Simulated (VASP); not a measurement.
```
CELL_PARAMETERS angstrom
      3.13626     0.00000     0.00000
      0.00000     3.13626     0.00000
      0.00000     0.00000     3.13626
ATOMIC_POSITIONS crystal
  Lu 0.00000 0.00000 0.00000
```

The numbers are results of PBEsol GGA, VASP's PBE PAW potentials (set 64) (plane waves; VASP), not measurements. Run with 400 eV cut-off, 13×13×13 Γ-centred mesh, tetrahedra with Blöchl corrections, potentials Lu_3.

Q: Predict the energy per atom (σ→0), band gap (on the k-mesh) with the smallest direct gap where there is one.

A: 
```
Quantity                                                    Result
------------------------  ----------------------------------------
band gap (on the k-mesh)  none (metal, semimetal or under 0.01 eV)
energy per atom (σ→0)                               -4.007 eV/atom
```

The absolute energy has meaning only against runs of the same code, potentials and settings.

The structure was generated: Lu was put into the simple-cubic type (Pm-3m), which need not be its known phase. It was relaxed first, which changed the volume by -7 %.
